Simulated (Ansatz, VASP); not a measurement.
## Cross-check of Zr23Si56O62 (amorphous ZrO2 against Si(100), 7.6 A) between VASP and Ansatz

Aim: how closely do two programs agree when they are given the same cell, functional and k mesh? The cell is taken from a series of runs on this material, whose earlier steps may have relaxed, scaled, displaced or heated it; both programs get it as it stands.

Program: Ansatz 0.2.0. Level of theory: plane waves, with VASP 6.6.1 beside it; single point at PBE. Results are calculated unless marked as measured.

## (1) The structure

The cell holds 141 atoms: 56 Si, 23 Zr and 62 O. Cell: a = 10.900 Å, b = 10.900 Å, c = 18.031 Å, α = 90.0°, β = 90.0°, γ = 90.0°. It derives from Si (7 planes of diamond Si(100)). A slab of 7 planes of diamond Si(100) (starting lattice constant a = 5.45 A), 10.90 x 10.90 A in plane. 85 atoms (23 Zr, 62 O) packed at random between the slab and its periodic image at 5.2 g/cm^3 (a layer of 8.3 A) and pushed apart as soft spheres. Langevin MD at fixed cell with the MACE-MP-0b2 small potential (Batatia et al., arXiv:2401.00096), steps of 2 fs: 0.84 ps at 3200 K with the crystal held, 3200 to 800 K in 2.4 ps with the crystal held, 800 to 300 K in 1.2 ps with its inner planes held; soft walls kept the melt out of the crystal while it was held. Then all atoms and the cell's height relaxed. The structure's axis is c.

## (2) Ansatz: single point, PBE

Ansatz runs on its default PAW (the set named soft_2) files.

A single point gives forces, pressure and levels at one fixed geometry, so differences don't come from the geometry; what else differs is listed under the comparison.

The input, input.yaml:

```yaml
crystal:
  lattice:
    - [10.9, 0.0, 0.0]
    - [0.0, 10.9, 0.0]
    - [0.0, 0.0, 18.03146]
  atoms:
    - { symbol: Si, position: [0.99981, 0.99447, 0.27677] }
    - { symbol: Si, position: [0.13761, 0.14386, 0.05522] }
    - { symbol: Si, position: [0.98729, 0.2497, 0.12053] }
    - { symbol: Si, position: [0.12259, 0.37187, 0.19284] }
    - { symbol: Si, position: [0.25487, 0.99409, 0.11864] }
    - { symbol: Si, position: [0.3785, 0.10938, 0.20125] }
    - { symbol: Si, position: [0.24809, 0.24305, 0.26859] }
    - { symbol: Si, position: [0.36117, 0.33095, 0.04015] }
    - { symbol: Si, position: [0.12209, 0.12778, 0.34912] }
    - { symbol: Si, position: [0.00464, 0.25718, 0.42772] }
    - { symbol: Si, position: [0.11413, 0.40658, 0.49869] }
    - { symbol: Si, position: [0.24036, 0.9997, 0.42403] }
    - { symbol: Si, position: [0.38038, 0.10586, 0.4971] }
    - { symbol: Si, position: [0.37469, 0.36077, 0.34845] }
    - { symbol: Si, position: [0.99931, 0.4919, 0.26942] }
    - { symbol: Si, position: [0.17478, 0.62012, 0.04439] }
    - { symbol: Si, position: [0.03114, 0.72894, 0.11923] }
    - { symbol: Si, position: [0.13088, 0.87196, 0.19845] }
    - { symbol: Si, position: [0.27157, 0.48373, 0.12439] }
    - { symbol: Si, position: [0.38281, 0.61771, 0.20185] }
    - { symbol: Si, position: [0.25692, 0.7463, 0.27305] }
    - { symbol: Si, position: [0.36263, 0.8674, 0.02488] }
    - { symbol: Si, position: [0.12747, 0.61658, 0.33925] }
    - { symbol: Si, position: [0.99891, 0.73716, 0.41095] }
    - { symbol: Si, position: [0.13676, 0.84068, 0.48398] }
    - { symbol: Si, position: [0.25204, 0.49613, 0.41667] }
    - { symbol: Si, position: [0.37359, 0.60831, 0.49817] }
    - { symbol: Si, position: [0.37424, 0.86543, 0.35729] }
    - { symbol: Si, position: [0.50068, 0.99063, 0.28255] }
    - { symbol: Si, position: [0.6376, 0.13203, 0.05139] }
[... 105 atom lines left out ...]
    - { symbol: O, position: [0.61428, 0.74734, 0.59011] }
    - { symbol: O, position: [0.07745, 0.80571, 0.7185] }
    - { symbol: O, position: [0.31655, 0.18231, 0.57054] }
    - { symbol: O, position: [0.78062, 0.21214, 0.55283] }
    - { symbol: O, position: [0.07239, 0.0588, 0.99079] }
    - { symbol: O, position: [0.22533, 0.25936, 0.01902] }
kpoints:
  mp_grid: { grid: [1, 1, 1] }
hamiltonian:
  xc: pbe
scf:
  occupations: { method: fermi_dirac, width: 0.025 }
output:
  forces: true
  stress: true
  populations: true
  dos:
    method: { smearing: { sigma: 0.08 } }
    de: 0.05
    projected:
      site_lists:
        layer_1: [1, 2, 4, 7, 15, 16, 18, 21, 29, 30, 32, 35, 43, 44, 46, 49, 107]
        layer_2: [0, 3, 5, 6, 8, 13, 14, 17, 19, 20, 22, 28, 31, 33, 34, 36, 41, 42, 45, 47, 48, 55]
        layer_3: [9, 10, 11, 12, 23, 24, 25, 26, 27, 37, 38, 39, 40, 50, 51, 53, 54, 87, 92, 96]
        layer_4: [52, 59, 60, 66, 68, 69, 70, 72, 77, 80, 83, 85, 88, 90, 91, 105, 106, 115, 118, 119, 125, 128, 131, 134, 135, 137, 138]
        layer_5: [58, 62, 63, 64, 67, 73, 74, 78, 79, 81, 82, 86, 93, 95, 97, 99, 100, 101, 103, 104, 108, 110, 114, 116, 117, 120, 122, 124, 126, 127, 130, 136]
        layer_6: [56, 57, 61, 65, 71, 75, 76, 84, 89, 94, 98, 102, 109, 111, 112, 113, 121, 123, 129, 132, 133, 139, 140]
  eigenvalues: true
  write_density: true
  write_potential: true
  volumetric_format: npy
```

Run with:

```bash
$ ansatz run input.yaml --threads 8 --pin off --max-ram 15872MiB --backend cpu --events-out ev --progress --plain --runs-dir out
```

Numbers of over 12 decimals in the logs are rounded to 6 here.

Log:

```text
Engine: ansatz 0.2.0, aarch64-unknown-linux-gnu
Pseudopotentials: kind: paw
Pseudopotential: Si, paw, valence charge 4, recommended cutoff 420 eV (normal), Si.paw.azcp
Pseudopotential: Zr, paw, valence charge 12, recommended cutoff 420 eV (normal), Zr.paw.azcp
Pseudopotential: O, paw, valence charge 6, recommended cutoff 420 eV (normal), O.paw.azcp
Functional definition: PBE
  parameter kappa = 0.804
  parameter beta = 0.066725
  exchange = pbe_x(kappa = kappa, mu = beta*pi^2/3)
  correlation = pbe_c(beta = beta)
Crystal: 141 atoms, lattice volume = 2142.318 Å³
Basis set: ecut = 420 eV, 41901 PW (Γ), exchange–correlation on 150×150×250 points (8 copies of the dense FFT grid, shifted against one another)
Bands: 577, of which v1, the nominal top of the filled ones, is band 436 counted from 1 (435 counted from 0)
Symmetry: 1 space group operations
Space group: P1 (ITA 1), of the structure as read, at distance tolerance 1.3e-4 Å
k-points: 1
Non-local potential: Si, projectors of the file, l = 0: 2, l = 1: 2, l = 2: 2
Non-local potential: Zr, projectors of the file, l = 0: 3, l = 1: 2, l = 2: 2, l = 3: 2
Non-local potential: O, projectors of the file, l = 0: 2, l = 1: 2, l = 2: 1
PAW form: soft (Blöchl's): semilocal exchange-correlation on the pseudo side does not see the compensation charge
PAW one-centre angular grid: Si, 110 points (default); XC on 64 Gauss nodes
PAW one-centre angular grid: Zr, 590 points (default); XC on 64 Gauss nodes
PAW one-centre angular grid: O, 110 points (default); XC on 64 Gauss nodes
Initial density: superposition of atomic densities (neutral atoms: chi_scale 0, normalization atom), corrected by the library's trained network
Initial wavefunctions: pseudopotential atomic-orbital guess
Functional: x = pbe(κ = 0.804, μ = 0.219515), c = pbe(β = 0.066725)
SCF iter   1: F=—  HF=-167129.761406 eV  |F-HF|=—  |Δ(HF+E_count)|=         —  Δρ=6.05e-3  dr2=2.88e0  ethr=1.77e-3  ⟨swp⟩=6.0  Hψ=2523  notcnv=0  defer=27
preconditioner: auto → Resta (q_TF=auto, 2.349 Å⁻¹)  ε∞=5.0  [insulator: Δε(μ)=0.910 eV  Ē_g=10.527 eV  σ=0.025 eV  W_gap=1.00  n_scr=460 (ndim 8)  ℏωp=21.0 eV  f_vac=0.022  D(μ)=0.00/eV (n_scr^D=0)  ε∞_Penn≈5.0]
SCF iter   2: F=—  HF=-167129.339589 eV  |F-HF|=—  |Δ(HF+E_count)|=   4.22e-1  Δρ=3.02e-3  dr2=2.91e-1  ethr=3.30e-4  ⟨swp⟩=2.0  Hψ=680  notcnv=0  defer=126
SCF iter   3: F=—  HF=-167129.304420 eV  |F-HF|=—  |Δ(HF+E_count)|=   3.52e-2  Δρ=1.46e-3  dr2=6.13e-2  ethr=3.34e-5  ⟨swp⟩=5.0  Hψ=768  notcnv=0  defer=126
SCF iter   4: F=—  HF=-167129.299709 eV  |F-HF|=—  |Δ(HF+E_count)|=   4.71e-3  Δρ=7.40e-4  dr2=1.17e-2  ethr=7.03e-6  ⟨swp⟩=3.0  Hψ=974  notcnv=0  defer=123
SCF iter   5: F=—  HF=-167129.299692 eV  |F-HF|=—  |Δ(HF+E_count)|=   1.73e-5  Δρ=2.07e-4  dr2=1.16e-3  ethr=1.34e-6  ⟨swp⟩=2.0  Hψ=764  notcnv=0  defer=123
SCF iter   6: F=—  HF=-167129.300175 eV  |F-HF|=—  |Δ(HF+E_count)|=   4.84e-4  Δρ=1.25e-4  dr2=3.45e-4  ethr=1.33e-7  ⟨swp⟩=2.0  Hψ=788  notcnv=0  defer=123
SCF iter   7: F=—  HF=-167129.300254 eV  |F-HF|=—  |Δ(HF+E_count)|=   7.82e-5  Δρ=5.20e-5  dr2=6.26e-5  ethr=3.95e-8  ⟨swp⟩=2.0  Hψ=798  notcnv=0  defer=123
SCF iter   8: F=—  HF=-167129.296958 eV  |F-HF|=—  |Δ(HF+E_count)|=   3.30e-3  Δρ=1.84e-5  dr2=9.08e-6  ethr=7.18e-9  ⟨swp⟩=2.0  Hψ=774  notcnv=0  defer=123
SCF iter   9: F=—  HF=-167129.296964 eV  |F-HF|=—  |Δ(HF+E_count)|=   5.39e-6  Δρ=1.04e-5  dr2=2.66e-6  ethr=1.04e-9  ⟨swp⟩=2.0  Hψ=798  notcnv=0  defer=123
SCF iter  10: F=—  HF=-167129.296964 eV  |F-HF|=—  |Δ(HF+E_count)|=   8.02e-7  Δρ=3.37e-6  dr2=3.34e-7  ethr=3.05e-10  ⟨swp⟩=2.0  Hψ=798  notcnv=0  defer=123
SCF iter  11: F=-167129.296965 eV  HF=-167129.296965 eV  |F-HF|=2.52e-8  |Δ(HF+E_count)|=   1.66e-7  Δρ=1.49e-6  dr2=6.02e-8  ethr=1.15e-11  ⟨swp⟩=18.0  Hψ=4890  notcnv=0
SCF 1 converged in 11 iterations: F = -167129.296965 eV  dr2 = 6.02e-8
  greatest PAW one-centre occupation: 0.995 electrons in one spin orbital (limit 2), on the Zr atom at site 56 (counted from 0), in its partial waves of l = 0
SCF converged after 11 iterations
Free energy (F): -167129.296965 eV
Harris-Foulkes:  -167129.296965 eV  (|F-HF|=2.52e-8)
Internal energy: -167129.296935 eV  (E = F + TS)
E sigma→0 (E₀):  -167129.296950 eV
Entropy (-TS):   -0.000029 eV (-0.000 meV/atom)
Fermi energy:    9.079691 eV
--- Per-component energies (eV) ---
  E_band       = -4060.474074
  E_kinetic    = 20914.533449
  E_local      = -160015.842705  (includes V_loc(G=0)·N_el)
  E_nonlocal   = 6160.310830
  E_hartree    = 72982.721157
  E_xc         = -11432.581569
  E_vxc        = -12910.737576  (∫ρ·V_xc dr)
  E_paw        = -106440.197943  (= ΣΔE_a)
  E_vpaw       = -4174.338837  (= ΣTr[D̂ρ^β])
  E_aug_tail   = 0.153917  (compensation charges beyond the density's cutoff)
  E_ewald      = 10701.605928
  E_smearing   = -0.000029  (= −TS)
  E_closure    = 0.000000  (closes the sum)
[...]
--- Löwdin populations: 141 sites ---
  site symbol       q [e]
     0     Si      3.9484
     1     Si      3.0015
     2     Si      4.1039
     3     Si      3.9589
     4     Si      4.0855
     5     Si      3.9644
     6     Si      3.9584
     7     Si      2.9848
     8     Si      3.9608
     9     Si      4.1444
    10     Si      3.0725
    11     Si      4.1147
    12     Si      3.0730
    13     Si      3.9637
    14     Si      3.9571
    15     Si      3.0413
    16     Si      3.5295
    17     Si      3.9993
    18     Si      4.1514
    19     Si      3.9701
    20     Si      3.9574
    21     Si      2.9086
    22     Si      3.9591
    23     Si      4.1216
[...]
133      O      6.7372
   134      O      6.6493
   135      O      6.6941
   136      O      6.7008
   137      O      6.7459
   138      O      6.7065
   139      O      6.6702
   140      O      6.7497
  spilling = 0.007436 (of n_electrons = 872.000000)
```

## (3) VASP: single point, PBE

The same cell, functional, mesh and smearing now go to VASP, with its own data sets.

Lines of VASP's logs that name or quote its potential files are left out, and so is its time.

The input, INCAR:

```
SYSTEM = Zr23Si56O62
PREC = Accurate
ENCUT = 600
EDIFF = 1E-06
NELM = 120
ISMEAR = -1
SIGMA = 0.025
LREAL = Auto
ALGO = Normal
GGA = PE
NBANDS = 534
LASPH = .TRUE.
LORBIT = 11
LWAVE = .FALSE.
LCHARG = .FALSE.
ISIF = 2
GGA_COMPAT = .FALSE.
EFERMI = MIDGAP
```

The input, POSCAR:

```
Zr23Si56O62
1.0
   10.9000000000      0.0000000000      0.0000000000
    0.0000000000     10.9000000000      0.0000000000
    0.0000000000      0.0000000000     18.0314600000
Si Zr O
56 23 62
Direct
    0.9998100000      0.9944700000      0.2767700000
    0.1376100000      0.1438600000      0.0552200000
    0.9872900000      0.2497000000      0.1205300000
    0.1225900000      0.3718700000      0.1928400000
    0.2548700000      0.9940900000      0.1186400000
    0.3785000000      0.1093800000      0.2012500000
    0.2480900000      0.2430500000      0.2685900000
    0.3611700000      0.3309500000      0.0401500000
    0.1220900000      0.1277800000      0.3491200000
    0.0046400000      0.2571800000      0.4277200000
    0.1141300000      0.4065800000      0.4986900000
    0.2403600000      0.9997000000      0.4240300000
    0.3803800000      0.1058600000      0.4971000000
    0.3746900000      0.3607700000      0.3484500000
    0.9993100000      0.4919000000      0.2694200000
    0.1747800000      0.6201200000      0.0443900000
    0.0311400000      0.7289400000      0.1192300000
    0.1308800000      0.8719600000      0.1984500000
    0.2715700000      0.4837300000      0.1243900000
    0.3828100000      0.6177100000      0.2018500000
    0.2569200000      0.7463000000      0.2730500000
    0.3626300000      0.8674000000      0.0248800000
    0.1274700000      0.6165800000      0.3392500000
    0.9989100000      0.7371600000      0.4109500000
    0.1367600000      0.8406800000      0.4839800000
    0.2520400000      0.4961300000      0.4166700000
    0.3735900000      0.6083100000      0.4981700000
    0.3742400000      0.8654300000      0.3572900000
    0.5006800000      0.9906300000      0.2825500000
    0.6376000000      0.1320300000      0.0513900000
[... 105 atom lines left out ...]
    0.6142800000      0.7473400000      0.5901100000
    0.0774500000      0.8057100000      0.7185000000
    0.3165500000      0.1823100000      0.5705400000
    0.7806200000      0.2121400000      0.5528300000
    0.0723900000      0.0588000000      0.9907900000
    0.2253300000      0.2593600000      0.0190200000
```

The input, KPOINTS:

```
Automatic mesh
0
Gamma
1 1 1
0 0 0
```

The projector-augmented-wave data sets are Si, Zr_sv and O (PBE family, release 64).

Run with:

```bash
$ export OMP_NUM_THREADS=3
$ mpirun -np 1 vasp_gam
```

Log:

```text
[banner, memory and clock lines left out]
running    1 mpi-ranks, on    1 nodes
[...]
Offloading initialized ...    1 GPUs detected
[...]
LDA part: xc-table for (Slater+PW92), standard interpolation
 POSCAR, INCAR and KPOINTS ok, starting setup
[...]
entering main loop
       N       E                     dE             d eps       ncg     rms          rms(c)
DAV:   1     0.994486556014E+04    0.99449E+04   -0.54122E+05  1068   0.182E+03
DAV:   2    -0.103974285955E+03   -0.10049E+05   -0.96646E+04  1258   0.451E+02
DAV:   3    -0.117680357705E+04   -0.10728E+04   -0.10633E+04  1368   0.140E+02
DAV:   4    -0.123784262206E+04   -0.61039E+02   -0.60869E+02  1712   0.299E+01
[...]
DAV:  17    -0.107734909714E+04   -0.22420E-04   -0.49501E-05  1384   0.118E-02    0.132E-02
DAV:  18    -0.107734910043E+04   -0.32912E-05   -0.13957E-05  1392   0.641E-03    0.820E-03
DAV:  19    -0.107734910110E+04   -0.66467E-06   -0.65046E-06  1088   0.420E-03
   1 F= -.10773491E+04 E0= -.10773491E+04  d E =-.330724E-04
```

From OUTCAR (step 3):

```text
  FREE ENERGIE OF THE ION-ELECTRON SYSTEM (eV)
  ---------------------------------------------------
  free  energy   TOTEN  =     -1077.3491010963 eV

  energy  without entropy=    -1077.3490680239  energy(sigma->0) =    -1077.34908456
```

The run ends at a pressure of 0.78 GPa, with forces up to 0.12 eV/Å.

## (4) Differences

Known differences besides the potentials themselves: the cutoff is 420 eV in Ansatz and 600 eV in VASP (PREC = Accurate, projectors in real space). Total energies have different zeros and are not compared.

Both answers:

```csv
quantity,Ansatz,VASP,difference
pressure (GPa),0.78,0.78,0.00
gap on the k mesh (eV),0.536,0.529,+0.007
```

Forces on 9 of the 141 atoms, those with the largest forces and the largest differences (eV/Å; atoms numbered as in POSCAR):

```csv
atom,"Ansatz x, y, z","VASP x, y, z"
Si11,"0.027, -0.019, -0.030","0.048, -0.042, -0.077"
Si16,"0.008, 0.015, 0.021","0.013, 0.045, 0.083"
Si25,"0.001, -0.010, -0.022","-0.027, 0.025, -0.082"
Si41,"-0.002, -0.001, -0.017","0.023, -0.032, -0.089"
Si55,"0.023, 0.000, -0.032","0.037, -0.014, -0.093"
Zr61,"-0.011, 0.000, 0.004","0.025, -0.054, -0.058"
Zr64,"-0.006, -0.030, 0.062","0.012, -0.050, 0.109"
Zr69,"0.044, 0.027, -0.011","0.112, 0.049, -0.004"
Zr78,"0.033, -0.006, -0.021","0.062, -0.009, -0.065"
```

The forces differ by 19 meV/Å r.m.s., which is 74.8 % of the r.m.s. force of 0.026 eV/Å (both taken over all components). A gap on the mesh is an upper bound, since the band edges may lie between its points.

## (5) Outcome

```
r.m.s. force difference (single point, PBE) : 19 meV/Å
```

What this shows: The r.m.s. force difference is 19 meV/Å (single point, PBE), beyond the 12 meV/Å picked in this series as the mark of a large difference. What causes the difference of the single point, PBE pair stays open here. Such differences can come from data sets, numerical settings and the points named under the comparisons, not from the functional's error against experiment.

[Lines on the potential files, build, host, timing and source positions are cut from VASP's logs without a mark.]

[Logs are printed without paths, hosts, clocks, repeated set-up lines and the standing remarks that a program may print on its own settings, such as how far it seeks lower states.]

[Hosts, paths, dates, database ids (printed as entryN), source tags and the programs' standing remarks are cut or masked in the printed files.]
